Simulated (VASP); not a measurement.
# WS2 in VASP: settings compared, part 2 of 2

VASP 6.6.1.

### Step 5. Band structure, LDA

File INCAR:

```
SYSTEM = WS2
ALGO     = Fast           ! electronic algorithm
DIPOL    = 0.5 0.5 0.500
EDIFF    = 1E-6           ! SCF threshold, eV
ENCUT    = 520            ! plane-wave cutoff, eV
IDIPOL   = 3            
ISIF     = 2              ! what is computed and relaxed
ISMEAR   = 0              ! smearing method
KPAR     = 2            
LASPH    = .TRUE.         ! aspherical terms in the spheres
LCHARG   = .FALSE.        ! write CHGCAR
LDIPOL   = .TRUE.       
LMAXMIX  = 4              ! l up to which the mixer works
LREAL    = .FALSE.        ! projectors in reciprocal space
LVACPOTAV= .TRUE.       
LVHAR    = .TRUE.       
LWAVE    = .FALSE.        ! write WAVECAR
NBANDS   = 20             ! bands
NELM     = 80             ! most SCF steps
PREC     = Accurate       ! precision mode
SIGMA    = 0.03           ! smearing width, eV
```

File KPOINTS:

```
k-points
0
G
  12 12 1
  0 0 0
```

File POSCAR:

```
WS2                                     
1.0
    3.1595117185      0.0000000000      0.0000000000
   -1.5797558592      2.7362174078      0.0000000000
    0.0000000000      0.0000000000     21.1250000000
  S               W             
     2     1
Direct
     0.3333333300000021    0.6666666699999979    0.4253894794160686
     0.3333333300000021    0.6666666699999979    0.5746105205839314
     0.6666666699999979    0.3333333300000021    0.5000000000000000
```

File KPOINTS_OPT:

```
explicit points
67
Reciprocal
 0.0000000000  0.0000000000  0.0000000000 1
 0.0357142900  0.0000000000  0.0000000000 1
 0.0714285700  0.0000000000  0.0000000000 1
 0.1071428600  0.0000000000  0.0000000000 1
 0.1428571400  0.0000000000  0.0000000000 1
 0.1785714300  0.0000000000  0.0000000000 1
 0.2142857100  0.0000000000  0.0000000000 1
 0.2500000000  0.0000000000  0.0000000000 1
 0.2857142900  0.0000000000  0.0000000000 1
 0.3214285700  0.0000000000  0.0000000000 1
 0.3571428600  0.0000000000  0.0000000000 1
 0.3928571400  0.0000000000  0.0000000000 1
 0.4285714300  0.0000000000  0.0000000000 1
 0.4642857100  0.0000000000  0.0000000000 1
 0.5000000000  0.0000000000  0.0000000000 1
 0.4791666700  0.0416666700  0.0000000000 1
 0.4583333300  0.0833333300  0.0000000000 1
 0.4375000000  0.1250000000  0.0000000000 1
 0.4166666700  0.1666666700  0.0000000000 1
 0.3958333300  0.2083333300  0.0000000000 1
 0.3750000000  0.2500000000  0.0000000000 1
 0.3541666700  0.2916666700  0.0000000000 1
 0.3333333300  0.3333333300  0.0000000000 1
 0.3137254900  0.3137254900  0.0000000000 1
 0.2941176500  0.2941176500  0.0000000000 1
 0.2745098000  0.2745098000  0.0000000000 1
 0.2549019600  0.2549019600  0.0000000000 1
 0.2352941200  0.2352941200  0.0000000000 1
 0.2156862700  0.2156862700  0.0000000000 1
 0.1960784300  0.1960784300  0.0000000000 1
 0.1764705900  0.1764705900  0.0000000000 1
 0.1568627500  0.1568627500  0.0000000000 1
 0.1372549000  0.1372549000  0.0000000000 1
 0.1176470600  0.1176470600  0.0000000000 1
 0.0980392200  0.0980392200  0.0000000000 1
 0.0784313700  0.0784313700  0.0000000000 1
 0.0588235300  0.0588235300  0.0000000000 1
 0.0392156900  0.0392156900  0.0000000000 1
 0.0196078400  0.0196078400  0.0000000000 1
 0.0000000000  0.0000000000  0.0000000000 1
 0.0000000000  0.0000000000  0.0000000000 1
 0.0060733500 -0.0030366800  0.0000000000 1
-0.0060733500  0.0030366800  0.0000000000 1
 0.0177139500 -0.0088569700  0.0000000000 1
-0.0177139500  0.0088569700  0.0000000000 1
 0.0000000000  0.0052596800  0.0000000000 1
-0.0000000000 -0.0052596800  0.0000000000 1
 0.0000000000  0.0153407300  0.0000000000 1
-0.0000000000 -0.0153407300  0.0000000000 1
 0.5000000000  0.0000000000  0.0000000000 1
 0.5060733500 -0.0030366800  0.0000000000 1
 0.4939266500  0.0030366800  0.0000000000 1
 0.5177139500 -0.0088569700  0.0000000000 1
 0.4822860500  0.0088569700  0.0000000000 1
 0.5000000000  0.0052596800  0.0000000000 1
 0.5000000000 -0.0052596800  0.0000000000 1
 0.5000000000  0.0153407300  0.0000000000 1
 0.5000000000 -0.0153407300  0.0000000000 1
 0.3333333300  0.3333333300  0.0000000000 1
 0.3394066800  0.3302966500  0.0000000000 1
 0.3272599800  0.3363700100  0.0000000000 1
 0.3510472800  0.3244763600  0.0000000000 1
 0.3156193800  0.3421903000  0.0000000000 1
 0.3333333300  0.3385930100  0.0000000000 1
 0.3333333300  0.3280736500  0.0000000000 1
 0.3333333300  0.3486740600  0.0000000000 1
 0.3333333300  0.3179926000  0.0000000000 1
```

Potentials or basis: VASP PAW LDA potentials, release 64 (S, W_sv).

Launch:

```sh
cat potpaw_LDA.64/S/POTCAR potpaw_LDA.64/W_sv/POTCAR > POTCAR
mpirun -np 2 vasp_std > vasp.out
```

OUTCAR:

```text
SYSTEM = WS2
   EDIFF = 1E-6
   ENCUT = 520
   ISIF = 2
   ISMEAR = 0
   LASPH = .TRUE.
   LREAL = .FALSE.
   NELM = 80
   PREC = Accurate

 ion  position               nearest neighbor table
   1  0.333  0.667  0.425-   3 2.41   3 2.41   3 2.41
   2  0.333  0.667  0.575-   3 2.41   3 2.41   3 2.41
   3  0.667  0.333  0.500-   1 2.41   2 2.41   1 2.41   2 2.41   1 2.41   2 2.41

  LATTYP: Found a hexagonal cell.
 ALAT       =     3.1595117185
 C/A-ratio  =     6.6861597241

  Lattice vectors:

 A1 = (   3.1595117185,   0.0000000000,   0.0000000000)
 A2 = (  -1.5797558592,   2.7362174078,   0.0000000000)
 A3 = (   0.0000000000,   0.0000000000,  21.1250000000)

Analysis of symmetry for initial positions (statically):
=====================================================================
 Subroutine PRICEL returns:
 Original cell was already a primitive cell.

 Routine SETGRP: Setting up the symmetry group for a
 hexagonal supercell.

 Subroutine GETGRP returns: Found 12 space group operations
 (whereof 12 operations were pure point group operations)
 out of a pool of 24 trial point group operations.

The static configuration has the point symmetry D_3h.

[... 162 lines left out ...]

 E-fermi :  -1.8765     XC(G=0):  -3.7781

 val. band max:       -2.2565024342   @ k =   0.3333   0.3333   0.0000
 cond. band min:      -0.3449800127   @ k =   0.3333   0.3333   0.0000
 fundamental gap:      1.9115224214
 Fermi energy:        -1.8764590141

 k-point     1 :       0.0000    0.0000    0.0000
  band No.  band energies     occupation
      1     -75.7842      2.00000
      2     -40.3071      2.00000
      3     -40.1184      2.00000
      4     -40.1184      2.00000
      5     -16.9630      2.00000
      6     -15.3244      2.00000
[... 426 lines left out ...]
     19       4.8928      0.00000
     20       6.9985      0.00000

------------------------ aborting loop because EDIFF is reached ----------------------------------------

  FORCE on cell =-STRESS in cart. coord.  units (eV):
  Direction    XX          YY          ZZ          XY          YZ          ZX
  --------------------------------------------------------------------------------------
  -------------------------------------------------------------------------------------
  Total       -1.5932275     -1.5932275     -1.6571632     -0.0000000      0.0000000     -0.0000000
  in kB      -13.9772289    -13.9772289    -14.5381311     -0.0000000      0.0000000     -0.0000000
  external PRESSURE =     -14.1641963 kB  Pullay stress =       0.0000000 kB

 VOLUME and BASIS-vectors are now :
 -----------------------------------------------------------------------------
  energy-cutoff  :      520.00
  volume of cell :      182.63
      direct lattice vectors                 reciprocal lattice vectors
     3.159511719  0.000000000  0.000000000     0.316504602  0.182734018  0.000000000
    -1.579755859  2.736217408  0.000000000     0.000000000  0.365468035  0.000000000
     0.000000000  0.000000000 21.125000000     0.000000000  0.000000000  0.047337278

 POSITION                                       TOTAL-FORCE (eV/Angst)
 -----------------------------------------------------------------------------------
     -0.00000      1.82414      8.98635        -0.000000      0.000000      0.516675
     -0.00000      1.82414     12.13865        -0.000000      0.000000     -0.516675
      1.57976      0.91207     10.56250         0.000000     -0.000000      0.000000
 -----------------------------------------------------------------------------------
    total drift:                               -0.000002      0.000001     -0.000000

  FREE ENERGIE OF THE ION-ELECTRON SYSTEM (eV)
  ---------------------------------------------------
  free  energy   TOTEN  =       -26.1293188311 eV

  energy  without entropy=      -26.1293188311  energy(sigma->0) =      -26.12931883

 vacuum level on the upper side and lower side of the slab         3.678         3.678
```

OSZICAR:

```text
N       E                     dE             d eps       ncg     rms          rms(c)
DAV:   1     0.180817852376E+03    0.18082E+03   -0.13384E+04   912   0.104E+03
DAV:   2    -0.116342390004E+02   -0.19245E+03   -0.18796E+03  1004   0.243E+02
DAV:   3    -0.272429593865E+02   -0.15609E+02   -0.15508E+02  1024   0.685E+01
[... 49 lines left out ...]
       N       E                     dE             ncg
DAV:   1     0.465461697756E+04   -0.13889E+05      480
DAV:   2     0.254413223031E+04   -0.21105E+04      536
DAV:   3     0.241365188680E+04   -0.13048E+03      544
DAV:   4     0.241159027222E+04   -0.20616E+01      500
DAV:   5     0.241154795769E+04   -0.42315E-01      504
DAV:   6     0.241154618853E+04   -0.17692E-02      524
DAV:   7     0.241154609813E+04   -0.90408E-04      504
DAV:   8     0.241154609260E+04   -0.55306E-05      500
DAV:   9     0.241154609236E+04   -0.23229E-06      304
```

It took 59 s on 2 MPI ranks of Intel Xeon 6975P-C (Granite Rapids), shared host; peak memory 0.28 GiB.

What came out:

* Free energy: -26.1293 eV
* Largest force: 0.517 eV/Å
* Band gap on the k mesh: 1.91 eV, direct
* Band gap along the path: 1.91 eV, direct
* Ionisation potential of the upper face: 5.93 eV

Forces in eV/Å, atoms in the order of the input:
```
S    0.000  0.000  0.517
S    0.000  0.000 -0.517
W    0.000  0.000  0.000
```

Caveat: spin-orbit coupling is left out, which moves the levels of the heavy elements.

### Step 6. Overview

```csv
level,potentials or basis,spin,gap on the mesh (eV),largest force (eV/Å)
PBE+D3(BJ),"VASP PAW PBE potentials, release 64 (S, W_sv)",off,1.92,-
PBE+D3(BJ),"VASP PAW PBE potentials, release 64 (S, W_sv)","SOC, no magnetisation",-,0.03
r2SCAN,"VASP PAW PBE potentials, release 64 (S, W_sv)",off,2.05,0.18
LDA,"VASP PAW LDA potentials, release 64 (S, W_sv)",off,1.91,0.52
```

Alike in all rows: task band structure; cell as given; k mesh 12 × 12 × 1; cutoff (eV) 520; smearing gaussian 0.03 eV.

Caveats: spin-orbit coupling is left out, which moves the levels of the heavy elements (some runs); the PAW data sets were made with another functional, which shifts forces and pressure a little (some runs).

Total energies depend on the potentials used, so only differences within one code and one set of settings carry meaning.
